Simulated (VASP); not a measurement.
Energy against volume of MnO₂ (rutile). Calculation: PBE GGA with D3 dispersion (Becke-Johnson damping), VASP's PBE PAW potentials (set 64) (plane waves; VASP 6.6.1). Settings: 520 eV cut-off, 7×7×11 Γ-centred mesh, first-order Methfessel-Paxton smearing of 0.10 eV, potentials Mn_pv O.

Shape and ions are relaxed at each volume.

```tsv
V (Å³/atom)	E (eV/atom)
8.721	-8.11762
8.999	-8.13949
9.277	-8.14685
9.555	-8.14202
```

Question: Fit these four points and predict the energy of the run at 9.834 Å³/atom.

Answer: A cubic in V^(−2/3), the third-order Birch-Murnaghan form, passes through the four points with V0 = 9.30 Å³/atom and B0 = 231 GPa, and gives -8.1269 eV/atom there. The run gave -8.1269 eV/atom, -0.1 meV/atom from the fit; all five points give B0 = 231 GPa.

The compound is MnO2 in the rutile structure. It was relaxed first.
